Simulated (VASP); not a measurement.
# NbSiN3 (Cm) in VASP: single point with r2SCAN

Aim: the single point of NbSiN3 with r2SCAN.

Program: VASP 6.6.1. These are calculated values, not measurements. Logs are shortened: lines on timing, memory, paths and dates and some standing lists are left out, and cuts for length are marked.

### 1 Starting point

Symmetry: Cm, No. 8, monoclinic system. Conventional cell: a = 5.339 Å, b = 10.071 Å, c = 5.218 Å, α = 90.00°, β = 99.71°, γ = 90.00°. Nb (site symmetry 1) is surrounded by 3 N at 1.86 to 2.02 Å. Around Si (site symmetry 1) lie 4 N at 1.65 to 1.82 Å. N (site symmetry m) has 2 Si at 1.65 Å as nearest neighbours. Around N (site symmetry 1) lie 2 Si at 1.81 to 1.82 Å. N (site symmetry m) is surrounded by 2 Nb at 1.86 Å. Around N (site symmetry 1) lie 1 Si at 1.75 Å and 1 Nb at 1.96 Å.

The cell was built by a generator and needn't be a form met in nature.

### 2 Single point, r2SCAN

INCAR

```
PREC = Accurate
ENCUT = 520
EDIFF = 1E-6
ISMEAR = 0
SIGMA = 0.03
LREAL = False
LASPH = True
NELM = 150
ALGO = Normal
ISIF = 2
LWAVE = False
LCHARG = False
METAGGA = R2SCAN
LMIXTAU = True
NBANDS = 43
KPAR = 4
```

KPOINTS

```
Automatic mesh
0
Gamma
  6 6 6
```

POSCAR

```
NbSiN3
1.0
    2.6694530000     -5.0357400000      0.0000000000
    2.6694530000      5.0357400000      0.0000000000
   -0.8796490000      0.0000000000      5.1431770000
Nb Si N
2 2 6
Direct
    0.9564410000      0.6122170000      0.6738780000
    0.6122170000      0.9564410000      0.6738780000
    0.3441600000      0.0293250000      0.2201060000
    0.0293250000      0.3441600000      0.2201060000
    0.1463330000      0.1463330000      0.2936080000
    0.7164990000      0.2431230000      0.3722020000
    0.2431230000      0.7164990000      0.3722020000
    0.6952700000      0.6952700000      0.7500110000
    0.9228180000      0.3342590000      0.8922870000
    0.3342590000      0.9228180000      0.8922870000
```

Potentials or basis: VASP PAW PBE potentials, release 64 (Nb_sv, Si, N).

The run is started by

```console
cat potpaw_PBE.64/Nb_sv/POTCAR potpaw_PBE.64/Si/POTCAR potpaw_PBE.64/N/POTCAR > POTCAR
mpirun -np 4 vasp_std > vasp.out
```

OUTCAR:

```text
PREC = Accurate
   ENCUT = 520
   EDIFF = 1E-6
   ISMEAR = 0
   LREAL = False
   LASPH = True
   NELM = 150
   ISIF = 2
   METAGGA = R2SCAN

 ion  position               nearest neighbor table
   1  0.956  0.612  0.674-   8 1.86   9 1.96  10 2.02   6 2.16   7 2.23   4 2.90
   2  0.612  0.956  0.674-   8 1.86  10 1.96   9 2.02   7 2.16   6 2.23   3 2.90
   3  0.344  0.029  0.220-   5 1.65  10 1.75   7 1.81   6 1.82   2 2.90
   4  0.029  0.344  0.220-   5 1.65   9 1.75   6 1.81   7 1.82   1 2.90
   5  0.146  0.146  0.294-   3 1.65   4 1.65
   6  0.716  0.243  0.372-   4 1.81   3 1.82   1 2.16   2 2.23
   7  0.243  0.716  0.372-   3 1.81   4 1.82   2 2.16   1 2.23
   8  0.695  0.695  0.750-   1 1.86   2 1.86
   9  0.923  0.334  0.892-   4 1.75   1 1.96   2 2.02
  10  0.334  0.923  0.892-   3 1.75   2 1.96   1 2.02

  LATTYP: Found a base centered monoclinic cell.
 ALAT       =     5.3389060000
 B/A-ratio  =     1.8864314150
 C/A-ratio  =     0.9773273681
 COS(beta)  =    -0.1685842811

  Lattice vectors:

 A1 = (   2.6694530000,  -5.0357400000,   0.0000000000)
 A2 = (   2.6694530000,   5.0357400000,   0.0000000000)
 A3 = (  -0.8796490000,   0.0000000000,   5.1431770000)

Analysis of symmetry for initial positions (statically):
=====================================================================
 Subroutine PRICEL returns:
 Original cell was already a primitive cell.

 Routine SETGRP: Setting up the symmetry group for a
 base centered monoclinic supercell.

 Subroutine GETGRP returns: Found  2 space group operations
 (whereof  2 operations were pure point group operations)
 out of a pool of  4 trial point group operations.

The static configuration has the point symmetry C_1h.

Analysis of symmetry for dynamics (positions and initial velocities):
=====================================================================
 Subroutine PRICEL returns:
 Original cell was already a primitive cell.

 Routine SETGRP: Setting up the symmetry group for a
 base centered monoclinic supercell.

 Subroutine GETGRP returns: Found  2 space group operations
 (whereof  2 operations were pure point group operations)
 out of a pool of  4 trial point group operations.

The dynamic configuration has the point symmetry C_1h.

 Subroutine INISYM returns: Found  2 space group operations
 (whereof  2 operations are pure point group operations),
 and found     1 'primitive' translations

----------------------------------------------------------------------------------------

                                     Primitive cell

  volume of cell :     138.2761

  direct lattice vectors                    reciprocal lattice vectors
     2.669453000 -5.035740000  0.000000000     0.187304290 -0.099290273  0.032035069
     2.669453000  5.035740000  0.000000000     0.187304290  0.099290273  0.032035069
    -0.879649000  0.000000000  5.143177000     0.000000000  0.000000000  0.194432352

  length of vectors
     5.699531267  5.699531267  5.217858949     0.214400796  0.214400796  0.194432352

  position of ions in fractional coordinates (direct lattice)
     0.956441000  0.612217000  0.673878000
     0.612217000  0.956441000  0.673878000
     0.344160000  0.029325000  0.220106000
     0.029325000  0.344160000  0.220106000
     0.146333000  0.146333000  0.293608000
     0.716499000  0.243123000  0.372202000
     0.243123000  0.716499000  0.372202000
     0.695270000  0.695270000  0.750011000
     0.922818000  0.334259000  0.892287000
     0.334259000  0.922818000  0.892287000

  ion indices of the primitive-cell ions
   primitive index   ion index
                 1           1
                 2           2
                 3           3
                 4           4
                 5           5
                 6           6
                 7           7
                 8           8
                 9           9
                10          10

----------------------------------------------------------------------------------------

 KPOINTS: Automatic mesh

Automatic generation of k-mesh.
 Grid dimensions read from file:
 generate k-points for:    6    6    6

 Generating k-lattice:

  Cartesian coordinates                     Fractional coordinates (reciprocal lattice)
     0.031217382 -0.016548379  0.005339178     0.166666667  0.000000000 -0.000000000
     0.031217382  0.016548379  0.005339178     0.000000000  0.166666667 -0.000000000
     0.000000000  0.000000000  0.032405392     0.000000000  0.000000000  0.166666667

  Length of vectors
     0.035733466  0.035733466  0.032405392

  Shift w.r.t. Gamma in fractional coordinates (k-lattice)
     0.000000000  0.000000000  0.000000000

 Subroutine IBZKPT returns following result:
 ===========================================

 Found     68 irreducible k-points:

 Following reciprocal coordinates:
            Coordinates               Weight
  0.000000  0.000000  0.000000      1.000000
  0.166667 -0.000000 -0.000000      4.000000
  0.333333  0.000000  0.000000      4.000000
  0.500000  0.000000 -0.000000      2.000000
  0.166667  0.166667  0.000000      2.000000
  0.333333  0.166667  0.000000      4.000000
[... 16 lines left out ...]
 -0.333333  0.166667  0.166667      4.000000
 -0.166667  0.166667  0.166667      4.000000
 [... further k-points ...]
   k-points           NKPTS =     68   k-points in BZ     NKDIM =     68   number of bands    NBANDS=     43
   number of dos      NEDOS =    301   number of ions     NIONS =     10
   total plane-waves  NPLWV =  70560
   dimension x,y,z NGX =    42 NGY =   42 NGZ =   40
   dimension x,y,z NGXF=    84 NGYF=   84 NGZF=   80
   ions per type =               2   2   6
   NGX,Y,Z   is equivalent  to a cutoff of  12.25, 12.25, 12.74 a.u.
   NGXF,Y,Z  is equivalent  to a cutoff of  24.50, 24.50, 25.49 a.u.
 SYSTEM =  unknown system
   PREC   = accura    normal or accurate (medium, high low for compatibility)
   ISTART =      0    job   : 0-new  1-cont  2-samecut
   ICHARG =      2    charge: 1-file 2-atom 10-const
   ISPIN  =      1    spin polarized calculation?
   LNONCOLLINEAR =      F non collinear calculations
   LSORBIT =      F    spin-orbit coupling
   LASPH  =      T    aspherical Exc in radial PAW
   ENCUT  =  520.0 eV  38.22 Ry    6.18 a.u.  10.60 10.60  9.70*2*pi/ulx,y,z
   NELM   =    150;   NELMIN=  2; NELMDL= -5     # of ELM steps
   EDIFF  = 0.1E-05   stopping-criterion for ELM
   LREAL  =      F    real-space projection
   EDIFFG = 0.1E-04   stopping-criterion for IOM
   NSW    =      0    number of steps for IOM
   IBRION =     -1    ionic relax: 0-MD 1-quasi-New 2-CG
   NFREE  =      0    steps in history (QN), initial steepest desc. (CG)
   ISIF   =      2    stress and relaxation
   ISYM   =      2    0-nonsym 1-usesym 2-fastsym
   POTIM  = 0.5000    time-step for ionic-motion
   TEBEG  =    0.0;   TEEND  =   0.0 temperature during run
   PSTRESS=    0.0 pullay stress
   NELECT =      64.0000    total number of electrons
   NUPDOWN=      -1.0000    fix difference up-down
   EMIN   =  10.00;   EMAX   =-10.00  energy-range for DOS
   EFERMI =   0.00;   METHOD = LEGACY
   ISMEAR =     0;   SIGMA  =   0.03  broadening in eV -4-tet -1-fermi 0-gaus
   EFERMI_NEDOS =   21; number of points for ismear=-14 and -15
   IALGO  =     38    algorithm
   IMIX   =      4    mixing-type and parameters
     AMIX     =   0.40;   BMIX     =  1.00
     AMIX_MAG =   1.60;   BMIX_MAG =  1.00
  volume/ion in A,a.u.               =      13.83        93.31
  Fermi-wavevector in a.u.,A,eV,Ry     =   1.266346  2.393047 21.818750  1.603633
  Thomas-Fermi vector in A             =   2.399552
   LORBIT       =      0    0 simple, 1 ext, 2 COOP (PROOUT), +10 PAW based schemes
   METAGGA = R2SCAN    functional components
   LHFCALC =     F    Hartree Fock is set to
   AEXX    =    0.0000 exact exchange contribution
   IVDW    =     0    specifies the selected vdW correction
   LEPSILON=     F    determine dielectric tensor
   LRPA    =     F    only Hartree local field effects (RPA)
 non-spin polarized calculation
 Gauss-broadening in eV      SIGMA  =   0.03
  energy-cutoff  :      520.00
  volume of cell :      138.28
 maximum number of plane-waves:      3739
   NGX = 21   NGY = 21   NGZ = 19

 number of electron      64.0000000 magnetization

 Free energy of the ion-electron system (eV)
  ---------------------------------------------------
  ext. energy  EPLUGINS =         0.00000000
  ---------------------------------------------------
  free energy    TOTEN  =      -131.89236247 eV

  energy without entropy =     -131.89236247  energy(sigma->0) =     -131.89236247

 E-fermi :   4.8939     XC(G=0): -10.6138

 val. band max:        4.5699124518   @ k =   0.0000   0.0000   0.1667
 cond. band min:       6.2569789653   @ k =  -0.3333   0.1667   0.0000
 fundamental gap:      1.6870665135
 Fermi energy:         4.8939174088

 k-point     1 :       0.0000    0.0000    0.0000
  band No.  band energies     occupation
      1     -52.5148      2.00000
      2     -52.4549      2.00000
      3     -28.1792      2.00000
      4     -28.1740      2.00000
      5     -27.9582      2.00000
      6     -27.8775      2.00000
[... 35 lines left out ...]
     42      11.2834      0.00000
     43      11.3932      0.00000

 k-point     2 :       0.1667   -0.0000   -0.0000
  band No.  band energies     occupation
      1     -52.5109      2.00000
      2     -52.4588      2.00000
      3     -28.1850      2.00000
      4     -28.1588      2.00000
      5     -27.9503      2.00000
      6     -27.8757      2.00000
[... 1004 lines left out ...]
 k-point    24 :      -0.1667    0.1667    0.1667
  band No.  band energies     occupation
      1     -52.5129      2.00000
      2     -52.4568      2.00000
      3     -28.1769      2.00000
      4     -28.1591      2.00000
      5     -27.9568      2.00000
      6     -27.8958      2.00000
[... 35 lines left out ...]
     42      11.3177      0.00000
     43      11.6686      0.00000

 [... further k-points ...]

------------------------ aborting loop because EDIFF is reached ----------------------------------------

  FORCE on cell =-STRESS in cart. coord.  units (eV):
  Direction    XX          YY          ZZ          XY          YZ          ZX
  --------------------------------------------------------------------------------------
  -------------------------------------------------------------------------------------
  Total       -2.3921371     -3.4131180     -3.0003344      0.0000000      0.0000000      0.1013721
  in kB      -27.7172154    -39.5471186    -34.7642774      0.0000000      0.0000000      1.1745783
  external PRESSURE =     -34.0095371 kB  Pullay stress =       0.0000000 kB

 VOLUME and BASIS-vectors are now :
 -----------------------------------------------------------------------------
  energy-cutoff  :      520.00
  volume of cell :      138.28
      direct lattice vectors                 reciprocal lattice vectors
     2.669453000 -5.035740000  0.000000000     0.187304290 -0.099290273  0.032035069
     2.669453000  5.035740000  0.000000000     0.187304290  0.099290273  0.032035069
    -0.879649000  0.000000000  5.143177000     0.000000000  0.000000000  0.194432352

 POSITION                                       TOTAL-FORCE (eV/Angst)
 -----------------------------------------------------------------------------------
      3.59468     -1.73342      3.46587        -0.028550      0.107275      0.085537
      3.59468      1.73342      3.46587        -0.028550     -0.107275      0.085537
      0.80338     -1.58543      1.13204        -0.006889      0.027272     -0.027844
      0.80338      1.58543      1.13204        -0.006889     -0.027272     -0.027844
      0.52299      0.00000      1.51008         0.113571     -0.000000     -0.142731
      2.23426     -2.38380      1.91430        -0.060089     -0.042850     -0.043971
      2.23426      2.38380      1.91430        -0.060089      0.042850     -0.043971
      3.05223      0.00000      3.85744         0.100347     -0.000000     -0.093303
      2.57081     -2.96383      4.58919        -0.011431     -0.042750      0.104295
      2.57081      2.96383      4.58919        -0.011431      0.042750      0.104295
 -----------------------------------------------------------------------------------
    total drift:                                0.000154      0.000000      0.000209

  FREE ENERGIE OF THE ION-ELECTRON SYSTEM (eV)
  ---------------------------------------------------
  free  energy   TOTEN  =      -131.8923624746 eV

  energy  without entropy=     -131.8923624746  energy(sigma->0) =     -131.89236247
```

Wall time 5.9 min (4 MPI ranks of AMD EPYC 9R45 (Zen 5), shared host); peak memory 0.49 GiB.

What came out:

```yaml
Free_energy: -131.8924 eV
Pressure: -3.4 GPa
Largest_force: 0.182 eV/Å
Band_gap_on_the_k_mesh: 1.69 eV, indirect (least direct gap 1.79 eV)
```

Forces on the atoms (eV/Å):
```
Nb  -0.029  0.107  0.086
Nb  -0.029 -0.107  0.086
Si  -0.007  0.027 -0.028
Si  -0.007 -0.027 -0.028
N    0.114  0.000 -0.143
N   -0.060 -0.043 -0.044
N   -0.060  0.043 -0.044
N    0.100  0.000 -0.093
N   -0.011 -0.043  0.104
N   -0.011  0.043  0.104
```

Levels at points of the mesh, in eV from the valence-band top:
| k point | band 30 | band 31 | band 32 | band 33 | band 34 | band 35 |
| --- | --- | --- | --- | --- | --- | --- |
| (0.00, 0.00, 0.00) | -1.11 | -0.66 | -0.03 | 1.76 | 2.61 | 3.03 |
| (0.50, 0.00, 0.00) | -1.04 | -0.81 | -0.42 | 1.91 | 2.22 | 2.67 |
| (0.50, 0.50, 0.00) | -1.13 | -1.06 | -0.45 | 1.81 | 2.63 | 3.12 |
| (0.00, 0.00, 0.50) | -1.03 | -0.36 | -0.07 | 1.89 | 2.30 | 2.91 |
| (0.50, 0.00, 0.50) | -1.30 | -0.41 | -0.27 | 1.96 | 2.40 | 2.75 |
| (0.50, 0.50, 0.50) | -1.30 | -0.90 | -0.43 | 1.94 | 2.56 | 2.72 |

Caveat: the PAW data sets were made with another functional, which shifts forces and pressure a little. r2SCAN opens gaps a little over a GGA but as a rule still falls short of measured ones.
